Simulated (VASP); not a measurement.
An input for Ansatz (written as the equivalent of a VASP run, and not itself run):

Ansatz 0.2 input:
```yaml
crystal:
  lattice:
    - [1.5714283, -2.7217940, 0.0000000]
    - [1.5714283, 2.7217940, 0.0000000]
    - [0.0000000, 0.0000000, 3.4861451]
  atoms:
    - { symbol: Hf, position: [0.0000000, 0.0000000, 0.0000000] }
    - { symbol: B, position: [0.3333330, 0.6666670, 0.5000000] }
    - { symbol: B, position: [0.6666670, 0.3333330, 0.5000000] }
kpoints:
  mp_grid: { grid: [11, 11, 9] }
hamiltonian:
  xc: pbe
  pseudopotentials: { kind: paw }
scf:
  occupations: { method: methfessel_paxton, width: 0.1 }
  max_iter: 100
relax:
  max_steps: 40
  f_tol: 0.02
  cell: { p_target: 5 }
output: { forces: true, stress: true, eigenvalues: true }
```

### Question
Write the VASP files for the same calculation (PBE).

### Answer
One answer among several that fit: 
**KPOINTS**
```
Automatic mesh
0
Gamma
11 11 9
0 0 0
```

### POSCAR
```
HfB2
1
    1.5714283371    -2.7217939530     0.0000000000
    1.5714283371     2.7217939530     0.0000000000
    0.0000000000     0.0000000000     3.4861451195
Hf B
1 2
Direct
  0.0000000000   0.0000000000   0.0000000000
  0.3333330000   0.6666670000   0.5000000000
  0.6666670000   0.3333330000   0.5000000000
```

### INCAR
```
ALGO = Normal
EDIFF = 1E-6
EDIFFG = -0.02
ENCUT = 620
GGA = PE
IBRION = 2
ISIF = 3
ISMEAR = 1
LASPH = T
LCHARG = F
LMAXMIX = 6
LREAL = F
LWAVE = F
NELM = 100
NSW = 40
PREC = Accurate
PSTRESS = 50
SIGMA = 0.1
SYSTEM = HfB2
```

POTCAR, in this order: Hf_pv B (PBE.64 set). Program: vasp_std.

Limits of the translation: each code has its own PAW files, so the cut-off isn't converted (ENCUT is set for VASP's; basis.ecutwfc is left out, and Ansatz then takes the one that its files recommend); Ansatz stops its SCF on the density residual and VASP on the energy change (EDIFF).

The compound is HfB2 in the AlB2 type structure. This run relaxes it under an external pressure of 5 GPa. Symmetry was kept, so distortions that lower it aren't found.
